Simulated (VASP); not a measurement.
# YV2ClO5 (Pmmm) in VASP: further runs, part 2 of 2

VASP 6.6.1. The steps go on from the part before.

### 3 Single point, r2SCAN

Input file POSCAR:

```
YV2ClO5
1.0
    3.8567183200      0.0000000000      0.0000000000
    0.0000000000      3.8372456400      0.0000000000
    0.0000000000      0.0000000000      7.4179046200
Y Cl V O
1 1 2 5
Direct
    0.0000000000      0.0000000000      0.5000000000
    0.0000000000      0.0000000000      0.0000000000
    0.5000000000      0.5000000000      0.2639900000
    0.5000000000      0.5000000000      0.7360100000
    0.5000000000      0.5000000000      0.0000000000
    0.5000000000      0.0000000000      0.3137000000
    0.5000000000      0.0000000000      0.6863000000
    0.0000000000      0.5000000000      0.3127000000
    0.0000000000      0.5000000000      0.6873000000
```

Input file INCAR.step1:

```
SYSTEM = YV2ClO5
PREC = Accurate ; ENCUT = 520
ISMEAR = -1 ; SIGMA = 0.0327
LREAL = .FALSE. ; LASPH = .TRUE.
NELM = 80 ; NBANDS = 47
NELECT = 75.0 ; GGA = PE
ALGO = Normal ; EDIFF = 1E-4
LWAVE = .TRUE. ; LCHARG = .FALSE.
```

Input file INCAR.step2:

```
SYSTEM = YV2ClO5
PREC = Accurate ; ENCUT = 520
EDIFF = 1E-6 ; ISMEAR = -1
SIGMA = 0.0327 ; LREAL = .FALSE.
LASPH = .TRUE. ; NELM = 80
ALGO = Normal ; ISIF = 2
LWAVE = .FALSE. ; LCHARG = .FALSE.
METAGGA = R2SCAN ; LMIXTAU = .TRUE.
NBANDS = 47 ; NELECT = 75.0
ISTART = 1
```

Input file KPOINTS:

```
Automatic mesh
0
G
  5 5 3
  0 0 0
```

Potentials or basis: VASP PAW PBE potentials, release 64 (Y_sv, Cl, V_sv, O).

Launch:

```sh
$ cat potpaw_PBE.64/Y_sv/POTCAR potpaw_PBE.64/Cl/POTCAR potpaw_PBE.64/V_sv/POTCAR potpaw_PBE.64/O/POTCAR > POTCAR
$ cp INCAR.step1 INCAR
$ mpirun -np 1 vasp_std > vasp.out
$ cp INCAR.step2 INCAR
$ mpirun -np 1 vasp_std > vasp.out
```

OUTCAR:

```text
SYSTEM = YV2ClO5
   PREC = Accurate
   ENCUT = 520
   EDIFF = 1E-6
   ISMEAR = -1
   LREAL = .FALSE.
   LASPH = .TRUE.
   NELM = 80
   ISIF = 2
   METAGGA = R2SCAN
   NELECT = 75.0
   ISTART = 1

 ion  position               nearest neighbor table
   1  0.000  0.000  0.500-   8 2.37   9 2.37   8 2.37   9 2.37   6 2.37   7 2.37   6 2.37   7 2.37
                             3 3.23   4 3.23   3 3.23   4 3.23   3 3.23   4 3.23   3 3.23   4 3.23
   2  0.000  0.000  0.000-
   3  0.500  0.500  0.264-   6 1.95   6 1.95   5 1.96   8 1.96   8 1.96   1 3.23   1 3.23   1 3.23
                             1 3.23
   4  0.500  0.500  0.736-   7 1.95   7 1.95   5 1.96   9 1.96   9 1.96   1 3.23   1 3.23   1 3.23
[... 1115 lines left out ...]
  external PRESSURE =      81.0247331 kB  Pullay stress =       0.0000000 kB

 VOLUME and BASIS-vectors are now :
 -----------------------------------------------------------------------------
  energy-cutoff  :      520.00
  volume of cell :      109.78
      direct lattice vectors                 reciprocal lattice vectors
     3.856718320  0.000000000  0.000000000     0.259287798  0.000000000  0.000000000
     0.000000000  3.837245640  0.000000000     0.000000000  0.260603593  0.000000000
     0.000000000  0.000000000  7.417904620     0.000000000  0.000000000  0.134808959

 POSITION                                       TOTAL-FORCE (eV/Angst)
 -----------------------------------------------------------------------------------
      0.00000      0.00000      3.70895         0.000000      0.000000     -0.000000
      0.00000      0.00000      0.00000         0.000000      0.000000     -0.000000
      1.92836      1.91862      1.95825         0.000000      0.000000     -3.395066
      1.92836      1.91862      5.45965         0.000000      0.000000      3.395066
      1.92836      1.91862      0.00000         0.000000      0.000000     -0.000000
      1.92836      0.00000      2.32700         0.000000     -0.000000      0.647313
      1.92836      0.00000      5.09091         0.000000      0.000000     -0.647313
      0.00000      1.91862      2.31958         0.000000      0.000000      0.689873
      0.00000      1.91862      5.09833         0.000000     -0.000000     -0.689873
 -----------------------------------------------------------------------------------
    total drift:                                0.000000      0.000000      0.000000

  FREE ENERGIE OF THE ION-ELECTRON SYSTEM (eV)
  ---------------------------------------------------
  free  energy   TOTEN  =       -99.6857851662 eV

  energy  without entropy=      -99.6501322385  energy(sigma->0) =      -99.66795870
```

OUTCAR.step1:

```text
SYSTEM = YV2ClO5
   PREC = Accurate
   ENCUT = 520
   ISMEAR = -1
   LREAL = .FALSE.
   LASPH = .TRUE.
[... 1146 lines left out ...]
      1.92836      0.00000      5.09091         0.000000     -0.000000     -0.538206
      0.00000      1.91862      2.31958         0.000000     -0.000000      0.571900
      0.00000      1.91862      5.09833         0.000000      0.000000     -0.571900
 -----------------------------------------------------------------------------------
    total drift:                                0.000000      0.000000      0.000000

  FREE ENERGIE OF THE ION-ELECTRON SYSTEM (eV)
  ---------------------------------------------------
  free  energy   TOTEN  =       -64.2581525454 eV

  energy  without entropy=      -64.2201068129  energy(sigma->0) =      -64.23912968
```

OSZICAR.step1:

```text
N       E                     dE             d eps       ncg     rms          rms(c)
DAV:   1     0.865471567904E+03    0.86547E+03   -0.41764E+04  1716   0.165E+03
DAV:   2     0.323340211005E+01   -0.86224E+03   -0.82245E+03  1875   0.485E+02
[... 10 lines left out ...]
DAV:  13    -0.643098259093E+02   -0.25595E-01   -0.23409E-01  1854   0.191E+00    0.187E+00
DAV:  14    -0.642907730342E+02    0.19053E-01   -0.15609E-02  2023   0.751E-01    0.141E+00
DAV:  15    -0.642608036081E+02    0.29969E-01   -0.33947E-02  1977   0.741E-01    0.422E-01
DAV:  16    -0.642582780536E+02    0.25256E-02   -0.70632E-03  1826   0.277E-01    0.169E-01
DAV:  17    -0.642584693950E+02   -0.19134E-03   -0.10715E-03  1725   0.169E-01    0.141E-01
DAV:  18    -0.642582092178E+02    0.26018E-03   -0.49664E-04  1640   0.818E-02    0.101E-01
DAV:  19    -0.642581525454E+02    0.56672E-04   -0.97962E-05  1058   0.502E-02
   1 F= -.64258153E+02 E0= -.64239130E+02  d E =-.380457E-01
```

Run time: 4.7 min. Hardware: 1 thread of Intel Xeon Platinum 8488C (Sapphire Rapids), shared host; peak memory 0.29 GiB.

What came out:

```
Free energy            : -99.6858 eV
Largest force          : 3.395 eV/Å
Band gap on the k mesh : none (metal or under the smearing width)
```

Forces on the atoms (eV/Å):
```
Y    0.000  0.000  0.000
Cl   0.000  0.000  0.000
V    0.000  0.000 -3.395
V    0.000  0.000  3.395
O    0.000  0.000  0.000
O    0.000  0.000  0.647
O    0.000  0.000 -0.647
O    0.000  0.000  0.690
O    0.000  0.000 -0.690
```

Caveat: the cell carries a net charge on a neutralising background, which shifts energy and pressure; the cell is charged against a uniform background, so pressure and absolute levels hang on convention; the PAW data sets were made with another functional, which shifts forces and pressure a little; an odd number of electrons without spin polarisation forces a metal; a magnetic or distorted state may lie lower; the run has no spin polarisation, though such a crystal can be magnetic; semilocal functionals often make such compounds metallic where correlation or magnetic order opens a gap, which also shifts bond lengths.

### 4 Single point, r2SCAN

POSCAR is that of step 3.

Input file INCAR.step1:

```
SYSTEM = YV2ClO5
  ALGO = Normal
  EDIFF = 1E-4
  ENCUT = 520
  GGA = PE
  ISMEAR = -1
  LASPH = .True.
  LCHARG = .False.
  LREAL = .False.
  LWAVE = .True.
  NBANDS = 47
  NELM = 100
  PREC = Accurate
  SIGMA = 0.0327
```

Input file INCAR.step2:

```
SYSTEM = YV2ClO5
  ALGO = Normal
  EDIFF = 1E-6
  ENCUT = 520
  ISIF = 2
  ISMEAR = -1
  ISTART = 1
  LASPH = .True.
  LCHARG = .True.
  LELF = .True.
  LMIXTAU = .True.
  LREAL = .False.
  LVHAR = .True.
  LWAVE = .False.
  METAGGA = R2SCAN
  NBANDS = 47
  NELM = 100
  PREC = Accurate
  SIGMA = 0.0327
```

Input file KPOINTS:

```
k-points
0
Gamma
  5 5 3
  0 0 0
```

Launch:

```sh
$ cat potpaw_PBE.64/Y_sv/POTCAR potpaw_PBE.64/Cl/POTCAR potpaw_PBE.64/V_sv/POTCAR potpaw_PBE.64/O/POTCAR > POTCAR
$ cp INCAR.step1 INCAR
$ mpirun -np 1 vasp_std > vasp.out
$ cp INCAR.step2 INCAR
$ mpirun -np 1 vasp_std > vasp.out
```

Wall time 4.6 min (1 thread of Intel Xeon Platinum 8488C (Sapphire Rapids), shared host); peak memory 0.29 GiB.

The run converged. Its results:

```yaml
Free_energy: -104.9481 eV
Pressure: -8.6 GPa
Largest_force: 3.552 eV/Å
Band_gap_on_the_k_mesh: none (metal or under the smearing width)
```

Forces on the atoms (eV/Å):
```
Y    0.000  0.000  0.000
Cl   0.000  0.000  0.000
V    0.000  0.000 -3.552
V    0.000  0.000  3.552
O    0.000  0.000  0.000
O    0.000  0.000  0.516
O    0.000  0.000 -0.516
O    0.000  0.000  0.561
O    0.000  0.000 -0.561
```

Stress tensor (GPa, compression positive):
```
 -7.28   0.00   0.00
  0.00  -6.43   0.00
  0.00   0.00 -12.08
```

Levels at points of the mesh, in eV from the Fermi level:
| k point | band 33 | band 34 | band 35 | band 36 | band 37 | band 38 | band 39 | band 40 | band 41 | band 42 |
| --- | --- | --- | --- | --- | --- | --- | --- | --- | --- | --- |
| (0.00, 0.00, 0.00) | -2.99 | -0.86 | -0.77 | -0.58 | 0.07 | 0.07 | 0.32 | 0.36 | 0.40 | 1.19 |

Caveat: the PAW data sets were made with another functional, which shifts forces and pressure a little; the run has no spin polarisation, though such a crystal can be magnetic; semilocal functionals often make such compounds metallic where correlation or magnetic order opens a gap, which also shifts bond lengths.
